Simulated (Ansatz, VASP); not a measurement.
# Two plane-wave programs on CaCuH2

The input INCAR:

```
PREC     = Accurate       # precision mode
ENCUT    = 600            # plane-wave cutoff, eV
EDIFF    = 1E-6           # SCF threshold, eV
ISMEAR   = 0              # smearing method
SIGMA    = 0.1            # smearing width, eV
LREAL    = F              # projectors in reciprocal space
LASPH    = T              # aspherical terms in the spheres
NELM     = 100            # most SCF steps
ALGO     = Normal         # electronic algorithm
ISIF     = 3              # what is computed and relaxed
LWAVE    = F              # write WAVECAR
LCHARG   = F              # write CHGCAR
GGA      = PE             # functional
IBRION   = 2              # ionic algorithm
NSW      = 100            # ionic steps
EDIFFG   = -0.01          # ionic threshold
```

The input KPOINTS:

```
Automatic mesh
0
Gamma
  15 15 15
```

File POSCAR:

```
CaCuH2
1.0
    1.9519252876      1.1269445902      4.3329757045
   -1.9519252876      1.1269445902      4.3329757045
    0.0000000000     -2.2538891804      4.3329757045
Ca Cu H
1 1 2
Direct
    0.5000000000      0.5000000000      0.5000000000
    0.0000000000      0.0000000000      0.0000000000
    0.8809917553      0.8809917553      0.8809917553
    0.1190082447      0.1190082447      0.1190082447
```

Input for Ansatz:

```yaml
crystal:
  lattice:
    - [1.9519252876, 1.1269445902, 4.3329757045]
    - [-1.9519252876, 1.1269445902, 4.3329757045]
    - [0.0, -2.2538891804, 4.3329757045]
  atoms:
    - { symbol: Ca, position: [0.5, 0.5, 0.5] }
    - { symbol: Cu, position: [0.0, 0.0, 0.0] }
    - { symbol: H, position: [0.8809917553, 0.8809917553, 0.8809917553] }
    - { symbol: H, position: [0.1190082447, 0.1190082447, 0.1190082447] }
basis:
  ecutwfc: 420
kpoints:
  mp_grid: { grid: [15, 15, 15] }
hamiltonian:
  xc: pbe
scf:
  occupations: { method: gaussian, width: 0.1 }
output:
  forces: true
  stress: true
  eigenvalues: true
relax:
  adjacent_minimum: "off"
  f_tol: 0.01
  max_steps: 80
  cell: { stress_tol: 0.05 }
```

Alike in both runs: task relaxation of cell and atoms; functional PBE; k mesh 15 × 15 × 15; occupations gaussian, width 0.1 eV; no spin polarisation.

```csv
,VASP,Ansatz
version,VASP 6.6.1,Ansatz 0.2.0
potentials or method,"VASP PAW PBE potentials, release 64 (Ca_sv, Cu, H)","scalar-relativistic, plane waves, PAW"
plane-wave cutoff (eV),600,420
valence electrons in the cell,23,31
```

Ansatz gave:

```
gap on the k mesh at the Fermi level, each at its own relaxed structure (eV) : none
relaxed volume (Å³/atom)                                                     : 14.28
relaxed cell length with the largest relative difference (Å)                 : 4.902
```

Estimate VASP's values.

gap on the k mesh at the Fermi level, each at its own relaxed structure (eV): none; relaxed volume (Å³/atom): 14.32; relaxed cell length with the largest relative difference (Å): 4.917.

A gap of «none» marks a metal or a gap that the smearing closes. The two sets of potentials don't hold the same shells in valence.
